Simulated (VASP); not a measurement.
Method: revTPSS meta-GGA, VASP's PBE PAW potentials (set 64) (plane waves; VASP).

VASP input:

POSCAR:
```
BAs
1
    0.0000000000     2.3900000000     2.3900000000
    2.3900000000     0.0000000000     2.3900000000
    2.3900000000     2.3900000000     0.0000000000
B As
1 1
Direct
  0.0000000000   0.0000000000   0.0000000000
  0.2500000000   0.2500000000   0.2500000000
```

### INCAR
```
EDIFFG = -0.01
ENCUT = 520   # plane-wave cut-off (eV)
LWAVE = .FALSE.
ISIF = 3
LMIXTAU = .TRUE.
LASPH = .TRUE.
NELM = 100   # most electronic steps
LMAXMIX = 4
LCHARG = .FALSE.
METAGGA = RTPSS
SIGMA = 0.05   # width (eV)
ALGO = Normal   # blocked Davidson
SYSTEM = BAs
ISMEAR = 0
NSW = 60   # most ionic steps
LREAL = .FALSE.   # projection in real space or not
EDIFF = 1E-6   # SCF stop (eV)
PREC = Accurate
IBRION = 2   # conjugate gradients
```

File KPOINTS:
```
Automatic
0
gamma
  9 9 9
0 0 0
```

POTCAR, in this order: B As (PBE.64 set). Program: vasp_std.

What VASP printed:

**OUTCAR**
```
 ion  position               nearest neighbor table
   1  0.000  0.000  0.000-   2 2.07   2 2.07   2 2.07   2 2.07
   2  0.250  0.250  0.250-   1 2.07   1 2.07   1 2.07   1 2.07
  LATTYP: Found a face centered cubic cell.
 ALAT       =     4.7800000000
 Subroutine PRICEL returns:
 Original cell was already a primitive cell.
 Subroutine GETGRP returns: Found 24 space group operations
The static configuration has the point symmetry T_d .
The dynamic configuration has the point symmetry T_d .
 Subroutine INISYM returns: Found 24 space group operations
 Subroutine IBZKPT returns following result:
 Found     35 irreducible k-points:

 Following reciprocal coordinates:
            Coordinates               Weight
  0.000000  0.000000  0.000000      1.000000
  0.111111  0.000000  0.000000      8.000000
  0.222222  0.000000  0.000000      8.000000
  0.333333  0.000000  0.000000      8.000000
  0.444444  0.000000  0.000000      8.000000
  0.111111  0.111111  0.000000      6.000000
  0.222222  0.111111  0.000000     24.000000
  0.333333  0.111111  0.000000     24.000000
  0.444444  0.111111  0.000000     24.000000
 -0.444444  0.111111  0.000000     24.000000
 -0.333333  0.111111  0.000000     24.000000
 -0.222222  0.111111  0.000000     24.000000
 -0.111111  0.111111  0.000000     12.000000
  0.222222  0.222222  0.000000      6.000000
  0.333333  0.222222  0.000000     24.000000
  0.444444  0.222222  0.000000     24.000000
 -0.444444  0.222222  0.000000     24.000000
 -0.333333  0.222222  0.000000     24.000000
 -0.222222  0.222222  0.000000     12.000000
  0.333333  0.333333  0.000000      6.000000
  0.444444  0.333333  0.000000     24.000000
 -0.444444  0.333333  0.000000     24.000000
 -0.333333  0.333333  0.000000     12.000000
  0.444444  0.444444  0.000000      6.000000
...
```

OSZICAR:
```
       N       E                     dE             d eps       ncg     rms          rms(c)
DAV:   1     0.257668256582E+02    0.25767E+02   -0.41332E+03   560   0.949E+02
DAV:   2    -0.379512986915E+01   -0.29562E+02   -0.28695E+02   856   0.140E+02
DAV:   3    -0.435009401857E+01   -0.55496E+00   -0.55496E+00   744   0.261E+01
DAV:   4    -0.435116395213E+01   -0.10699E-02   -0.10699E-02   848   0.130E+00
DAV:   5    -0.435116466396E+01   -0.71182E-06   -0.71182E-06   752   0.245E-02    0.430E+00
DAV:   6    -0.552730145270E+01   -0.11761E+01   -0.67473E+00   624   0.354E+01    0.316E+00
DAV:   7    -0.503583876941E+01    0.49146E+00   -0.23738E+00   624   0.500E+01    0.117E+00
DAV:   8    -0.510818496568E+01   -0.72346E-01   -0.13462E+00   592   0.159E+01    0.894E-01
DAV:   9    -0.516149053053E+01   -0.53306E-01   -0.76179E-01   592   0.107E+01    0.459E-01
DAV:  10    -0.550744390056E+01   -0.34595E+00   -0.12361E-01   592   0.410E+00    0.241E-01
DAV:  11    -0.550581766499E+01    0.16262E-02   -0.66367E-04   800   0.296E-01    0.248E-01
DAV:  12    -0.551001567211E+01   -0.41980E-02   -0.29329E-03   600   0.536E-01    0.115E-01
DAV:  13    -0.551827345816E+01   -0.82578E-02   -0.43224E-03   624   0.686E-01    0.140E-01
DAV:  14    -0.551825369888E+01    0.19759E-04   -0.55004E-05   704   0.739E-02    0.120E-01
DAV:  15    -0.551823941150E+01    0.14287E-04   -0.56451E-05   608   0.901E-02    0.874E-02
DAV:  16    -0.551825427414E+01   -0.14863E-04   -0.24035E-04   776   0.115E-01    0.320E-02
DAV:  17    -0.551825957490E+01   -0.53008E-05   -0.19855E-05   568   0.477E-02    0.174E-02
DAV:  18    -0.551826109582E+01   -0.15209E-05   -0.20831E-06   656   0.138E-02    0.678E-03
DAV:  19    -0.551826100347E+01    0.92349E-07   -0.54458E-07   288   0.808E-03
   1 F= -.55182610E+01 E0= -.55182610E+01  d E =-.551826E+01
       N       E                     dE             d eps       ncg     rms          rms(c)
DAV:   1    -0.551841128402E+01   -0.15019E-03   -0.10158E-02   624   0.780E-01    0.104E-01
DAV:   2    -0.551841297250E+01   -0.16885E-05   -0.43987E-04   760   0.131E-01    0.533E-02
DAV:   3    -0.551829955165E+01    0.11342E-03   -0.24609E-04   648   0.954E-02    0.140E-02
DAV:   4    -0.551831961566E+01   -0.20064E-04   -0.22588E-05   648   0.419E-02    0.129E-02
DAV:   5    -0.551831800070E+01    0.16150E-05   -0.20306E-05   688   0.326E-02    0.451E-03
DAV:   6    -0.551832092545E+01   -0.29247E-05   -0.58648E-06   688   0.233E-02    0.265E-03
DAV:   7    -0.551832241213E+01   -0.14867E-05   -0.11170E-06   440   0.911E-03    0.112E-03
DAV:   8    -0.551832238215E+01    0.29982E-07   -0.42666E-08   304   0.200E-03
   2 F= -.55183224E+01 E0= -.55183224E+01  d E =-.613787E-04
       N       E                     dE             d eps       ncg     rms          rms(c)
DAV:   1    -0.551841160102E+01   -0.89189E-04   -0.19385E-03   640   0.341E-01    0.455E-02
DAV:   2    -0.551841510317E+01   -0.35021E-05   -0.83474E-05   760   0.573E-02    0.233E-02
DAV:   3    -0.551839548906E+01    0.19614E-04   -0.47231E-05   648   0.418E-02    0.618E-03
DAV:   4    -0.551840086803E+01   -0.53790E-05   -0.43688E-06   648   0.184E-02    0.568E-03
DAV:   5    -0.551840145877E+01   -0.59074E-06   -0.38288E-06   688   0.142E-02
   3 F= -.55184015E+01 E0= -.55184015E+01  d E =-.140455E-03
```

### OUTCAR
```
------------------------ aborting loop because EDIFF is reached ----------------------------------------
  FORCE on cell =-STRESS in cart. coord.  units (eV):
  Direction    XX          YY          ZZ          XY          YZ          ZX
  --------------------------------------------------------------------------------------
  Total        0.0045149      0.0045149      0.0045149      0.0000000     -0.0000000      0.0000000
  in kB        0.2640277      0.2640277      0.2640277      0.0000000     -0.0000000      0.0000000
  external PRESSURE =       0.2640277 kB  Pullay stress =       0.0000000 kB
  volume of cell :       27.40
      direct lattice vectors                 reciprocal lattice vectors
     0.000000000  2.392727216  2.392727216    -0.208966570  0.208966570  0.208966570
     2.392727216  0.000000000  2.392727216     0.208966570 -0.208966570  0.208966570
     2.392727216  2.392727216  0.000000000     0.208966570  0.208966570 -0.208966570
  FREE ENERGIE OF THE ION-ELECTRON SYSTEM (eV)
  ---------------------------------------------------
  free  energy   TOTEN  =        -5.5184014588 eV

  energy  without entropy=       -5.5184014588  energy(sigma->0) =       -5.51840146

 reached required accuracy - stopping structural energy minimisation
```
(Selected blocks of OUTCAR.)

**CONTCAR**
```
BAs
   1.00000000000000
     0.0000000000000000    2.3927272161163984    2.3927272161163984
     2.3927272161163984    0.0000000000000000    2.3927272161163984
     2.3927272161163984    2.3927272161163984    0.0000000000000000
  B               As
     1     1
Direct
     0.0000000000000000    0.0000000000000000    0.0000000000000000
     0.2500000000000000    0.2500000000000000    0.2500000000000000
```

The compound is BAs in the zinc blende structure. This run relaxes it. Symmetry was kept, so distortions that lower it aren't found.
